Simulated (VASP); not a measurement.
WAu:

```
W Au
1.0
     0.00000    2.90921    2.90921
     2.90921    0.00000    2.90921
     2.90921    2.90921    0.00000
W Au
1 1
Direct
  0.00000 0.00000 0.00000
  0.75000 0.75000 0.75000
```

The cell was built by a generator and needn't be a form met in nature.

Base run:

- Program: VASP 6.6.1
- Functional: r2SCAN
- Potentials or basis: VASP PAW PBE potentials, release 64 (W_sv, Au)
- Cutoff: 520 eV
- k mesh: 8 × 8 × 8
- Occupations: tetrahedron
- Spin: no spin polarisation
- Hubbard terms: Au d U = 3 eV, W d U = 3 eV

Its results: band gap on the k mesh none (metal or under the smearing width); pressure -1.4 GPa.

**Question.** The run is repeated on the same cell with these changes: hubbard terms from Au d U = 3 eV, W d U = 3 eV to Au d U = 6 eV, W d U = 6 eV. What comes out?

**Answer.** Band gap on the k mesh none (metal or under the smearing width); pressure 0.6 GPa.

Caveats: the PAW data sets were made with another functional, which shifts forces and pressure a little; U without spin polarisation on a metal has little footing; the U is typed as a test and isn't derived for this compound.

Not every run made on this cell is shown here.
